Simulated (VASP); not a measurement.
Energy against volume of TiC (rock salt). All values below come from AM05 GGA, VASP's PBE PAW potentials (set 64) (plane waves; VASP). Numerical set-up: 520 eV cut-off, 15×15×15 Γ-centred mesh, first-order Methfessel-Paxton smearing of 0.10 eV, potentials Ti_sv C.

```json
[
 {"V (Å³/atom)": "9.275", "E (eV/atom)": "-9.63449"},
 {"V (Å³/atom)": "9.571", "E (eV/atom)": "-9.65928"},
 {"V (Å³/atom)": "9.867", "E (eV/atom)": "-9.66695"},
 {"V (Å³/atom)": "10.164", "E (eV/atom)": "-9.65988"}
]
```

Fit these four points and predict the energy of the run at 10.460 Å³/atom.

A cubic in V^(−2/3), the third-order Birch-Murnaghan form, passes through the four points with V0 = 9.87 Å³/atom and B0 = 265 GPa, and gives -9.6402 eV/atom there. The run gave -9.6401 eV/atom, +0.1 meV/atom from the fit; all five points give B0 = 265 GPa.

The compound is TiC in the rock salt structure. It was relaxed first.
